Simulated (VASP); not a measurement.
## Ni under a change of volume

Wanted: the elastic response of Ni to a change of volume, with a fit that predicts a row left out.

Method: r2SCAN, spin-polarised from a ferromagnetic start (one magnetic atom a cell); plane waves and PAW (Ni), in the first sound run; inputs show where later runs differ, in VASP 6.6.1.

**1. Starting point**

It takes space group Fm-3m (No. 225, cubic). The conventional cell has a = 3.520 Å, b = 3.520 Å, c = 3.520 Å, α = 90.00°, β = 90.00°, γ = 90.00°. Nearest to Ni lie 12 Ni at 2.49 Å.

**2. Relax the crystal, r2SCAN**

The series starts from the cell that this level prefers, so that zero strain is near zero stress.

This step took 2 runs in a row; the last is shown.

Level: r2SCAN, spin-polarised from a ferromagnetic start (one magnetic atom a cell); plane waves and PAW (Ni).

INCAR

```
SYSTEM = Ni
PREC = Accurate
ENCUT = 450
EDIFF = 1E-07
NELM = 120
ISMEAR = 1
SIGMA = 0.15
LREAL = .FALSE.
ALGO = Normal
METAGGA = R2SCAN
LASPH = .TRUE.
NBANDS = 12
ISPIN = 2
MAGMOM = 1.6
LMAXMIX = 4
LORBIT = 11
LWAVE = .FALSE.
LCHARG = .FALSE.
KPAR = 8
IBRION = 2
NSW = 40
ISIF = 3
EDIFFG = -0.005
POTIM = 0.4
```

POSCAR

```
Ni
1.0
    0.0000000000      1.7395418904      1.7395418904
    1.7395418904      0.0000000000      1.7395418904
    1.7395418904      1.7395418904      0.0000000000
Ni
1
Direct
    0.0000000000      0.0000000000      0.0000000000
```

KPOINTS

```
Automatic mesh
0
Gamma
29 29 29
0 0 0
```

PAW data sets: Ni (PBE family, release 64).

Run with:

```bash
$ mpirun -np 8 vasp_std
```

Log:

```text
[banner, memory and clock lines left out]
running    8 mpi-ranks, on    1 nodes
[...]
|                                                                             |
|           W    W    AA    RRRRR   N    N  II  N    N   GGGG   !!!           |
|           W    W   A  A   R    R  NN   N  II  NN   N  G    G  !!!           |
|           W    W  A    A  R    R  N N  N  II  N N  N  G       !!!           |
|           W WW W  AAAAAA  RRRRR   N  N N  II  N  N N  G  GGG   !            |
|           WW  WW  A    A  R   R   N   NN  II  N   NN  G    G                |
|           W    W  A    A  R    R  N    N  II  N    N   GGGG   !!!           |
|                                                                             |
|     For optimal performance we recommend to set                             |
|       NCORE = 2 up to number-of-cores-per-socket                            |
|     NCORE specifies how many cores store one orbital (NPAR=cpu/NCORE).      |
|     This setting can greatly improve the performance of VASP for DFT.       |
[...]
DAV:   9    -0.119430726515E+02    0.43972E-07   -0.53642E-10 17344   0.213E-04
   2 F= -.11943073E+02 E0= -.11943259E+02  d E =0.193205E-05  mag=     0.7252
 trial-energy change:    0.000002  1 .order   -0.000002   -0.000014    0.000010
 step:   0.3573(harm=  0.5877)  dis= 0.00000  next Energy=   -11.943077 (dE=-0.237E-05)
[...]
N       E                     dE             d eps       ncg     rms          rms(c)
DAV:   1    -0.119431971690E+02   -0.12447E-03   -0.16749E-03 42200   0.586E-01    0.935E-02
DAV:   2    -0.119431091156E+02    0.88053E-04   -0.15714E-03 42696   0.490E-01    0.513E-02
DAV:   3    -0.119430767838E+02    0.32332E-04   -0.22799E-04 41728   0.191E-01    0.177E-02
DAV:   4    -0.119430758072E+02    0.97652E-06   -0.45382E-06 35640   0.146E-02    0.798E-03
DAV:   5    -0.119430760251E+02   -0.21787E-06   -0.10570E-06 44344   0.102E-02    0.256E-03
DAV:   6    -0.119430762302E+02   -0.20507E-06   -0.36179E-08 18844   0.262E-03    0.988E-04
DAV:   7    -0.119430766475E+02   -0.41732E-06   -0.14411E-08 17440   0.156E-03    0.319E-04
DAV:   8    -0.119430765838E+02    0.63686E-07   -0.12883E-09 17144   0.360E-04
   3 F= -.11943077E+02 E0= -.11943265E+02  d E =-.200026E-05  mag=     0.7256
[...]
reached required accuracy - stopping structural energy minimisation
```

Wall time 3.2 min (8 MPI ranks of Intel Xeon Platinum 8259CL at 2.50GHz (Skylake/Cascade Lake), shared host); peak memory 1.8 GiB.

The logs omit lines about the potential files and the build; timing stands in the text.

Parts of OUTCAR (step 2):

```text
  Total       -0.0042638     -0.0042638     -0.0042638      0.0000000      0.0000000     -0.0000000
  in kB       -0.6491901     -0.6491901     -0.6491901      0.0000000      0.0000000     -0.0000000
  external PRESSURE =      -0.6491901 kB  Pullay stress =       0.0000000 kB

 POSITION                                       TOTAL-FORCE (eV/Angst)
 -----------------------------------------------------------------------------------
     -0.00000      0.00000      0.00000         0.000000      0.000000     -0.000000
 -----------------------------------------------------------------------------------
    total drift:                                0.000000     -0.000000     -0.000000

  FREE ENERGIE OF THE ION-ELECTRON SYSTEM (eV)
  ---------------------------------------------------
  free  energy   TOTEN  =       -11.9430765838 eV

  energy  without entropy=      -11.9436405614  energy(sigma->0) =      -11.94326458

 reached required accuracy - stopping structural energy minimisation

 magnetization (x)
# of ion       s       p       d       tot
------------------------------------------
    1       -0.010  -0.043   0.798   0.744

[... 3 further parts left out ...]
[key lines of the parts left out:]
E-fermi :   9.8078
```

Numbers from this step:

* energy(sigma→0) of the program: -11.9433 eV
* stress, compression positive: xx, yy, zz -0.06, -0.06, -0.06 GPa
* volume: 10.523 Å³
* ionic steps: 3

**3. Relax at fixed volume, r2SCAN**

One member in full: the volume is scaled by 1.01, and the cell is held.

Level: r2SCAN, spin-polarised from a ferromagnetic start (one magnetic atom a cell); plane waves and PAW (Ni).

Edit INCAR of step 2 so:

```diff
@@ -18,7 +18,8 @@
 LCHARG = .FALSE.
-KPAR = 8
+KPAR = 2
 IBRION = 2
 NSW = 40
-ISIF = 3
-EDIFFG = -0.005
+ISIF = 2
+EDIFFG = -0.004
 POTIM = 0.4
+MAXMIX = 40
```

POSCAR

```
Ni
1.0
    0.0000000000      1.7450538694      1.7450538694
    1.7450538694      0.0000000000      1.7450538694
    1.7450538694      1.7450538694      0.0000000000
Ni
1
Direct
    0.0000000000      0.0000000000      0.0000000000
```

KPOINTS is that of step 2.

Run with:

```bash
$ mpirun -np 2 vasp_std
```

Log:

```text
[banner, memory and clock lines left out]
running    2 mpi-ranks, on    1 nodes
[...]
[... a notice as in an earlier step ...]

 LDA part: xc-table for (None), standard interpolation
 POSCAR, INCAR and KPOINTS ok, starting setup
[...]
entering main loop
       N       E                     dE             d eps       ncg     rms          rms(c)
DAV:   1     0.223935568000E+02    0.22394E+02   -0.42194E+03 33900   0.995E+02
DAV:   2    -0.130567970810E+02   -0.35450E+02   -0.33209E+02 34948   0.168E+02
DAV:   3    -0.141522853525E+02   -0.10955E+01   -0.10882E+01 37540   0.336E+01
DAV:   4    -0.141612123467E+02   -0.89270E-02   -0.89252E-02 38040   0.269E+00
[...]
DAV:  15    -0.119425526457E+02    0.17526E-06   -0.98254E-08 33556   0.369E-03    0.572E-04
DAV:  16    -0.119425528324E+02   -0.18671E-06   -0.72845E-09 19908   0.859E-04    0.114E-04
DAV:  17    -0.119425528248E+02    0.75609E-08   -0.14718E-09 17960   0.399E-04
   1 F= -.11942553E+02 E0= -.11942756E+02  d E =-.119426E+02  mag=     0.7308
[...]
reached required accuracy - stopping structural energy minimisation
```

Wall time 5.4 min (2 MPI ranks); peak memory 0.43 GiB; 11 min of CPU time.

From OUTCAR (step 3):

```text
  Total       -0.1435987     -0.1435987     -0.1435987      0.0000000      0.0000000      0.0000000
  in kB      -21.6473448    -21.6473448    -21.6473448      0.0000000      0.0000000      0.0000000
  external PRESSURE =     -21.6473448 kB  Pullay stress =       0.0000000 kB

 POSITION                                       TOTAL-FORCE (eV/Angst)
 -----------------------------------------------------------------------------------
      0.00000      0.00000      0.00000         0.000000      0.000000      0.000000
 -----------------------------------------------------------------------------------
    total drift:                               -0.000000      0.000000     -0.000000

  FREE ENERGIE OF THE ION-ELECTRON SYSTEM (eV)
  ---------------------------------------------------
  free  energy   TOTEN  =       -11.9425528248 eV

  energy  without entropy=      -11.9431612400  energy(sigma->0) =      -11.94275563

 magnetization (x)
# of ion       s       p       d       tot
------------------------------------------
    1       -0.010  -0.043   0.804   0.751

[... 2 parts as in an earlier step ...]

[... 2 further parts left out ...]
[key lines of the parts left out:]
E-fermi :   9.6658
```

This run gave:

| Quantity | Value |
| --- | --- |
| energy(sigma→0) of the program | -11.9428 eV |
| stress, compression positive | xx, yy, zz -2.16, -2.16, -2.16 GPa |
| ionic steps | 1 |

**4. The table**

The other members went through these steps as far as the tables show, with the same cutoff and, step by step, the same mesh; 9 runs are not shown. The session took 2.5 core hours (wall time by ranks) on a shared machine.

```tsv
volume over the relaxed volume	volume (Å³/atom)	pressure (GPa)	energy above the unstrained row, extrapolated to no smearing (meV/atom)
0.940	9.892	15.367	29.750
0.960	10.102	9.600	12.975
0.980	10.312	4.486	3.322
0.990	10.418	2.142	0.923
1	10.523	-0.069	0.000
1.010	10.628	-2.165	0.505
1.020	10.733	?	?
1.040	10.944	-7.806	9.797
1.060	11.154	-11.059	21.800
```

**5. Stress from the known rows**

Fitting a cubic to the 8 known rows (u: logarithm of the volume ratio) gives pressure = − 768.2 u³ + 504.3 u² − 215.4 u − 0.07579 in GPa; the residuals are 0.0067 GPa r.m.s.

At u = 0.01980 this predicts -4.149 GPa.

**6. Prediction against calculation**

The calculation gives -4.147 GPa, so the prediction is 0.002 GPa too low.

A cubic of the pressure in ln(V/V₀) through all rows has the slope −B at V₀: B = 215 GPa, and its curvature gives B′ = 4.7.

**7. Results**

| Quantity | Value |
| --- | --- |
| error of the predicted pressure | -0.002 GPa |
| bulk modulus | 215 GPa |

In words: The slope of the energy gives 0.29 GPa at the relaxed volume where the pressure column has -0.07 GPa, a mark of the finite basis or of the smearing. These are static values: temperature and zero-point motion are left out. In a metal the slopes also depend on mesh and smearing, which were held through the series.

[Lines on the potential files, build, host, timing and source positions are cut from VASP's logs without a mark.]

[Logs are printed without paths, hosts, clocks, repeated set-up lines and the standing remarks that a program may print on its own settings, such as how far it seeks lower states.]

[Hosts, paths, dates, database ids (printed as entryN), source tags and the programs' standing remarks are cut or masked in the printed files.]

[In band tables of VASP the shares of atoms and orbitals are scaled to a sum of 1 inside the atoms' spheres.]
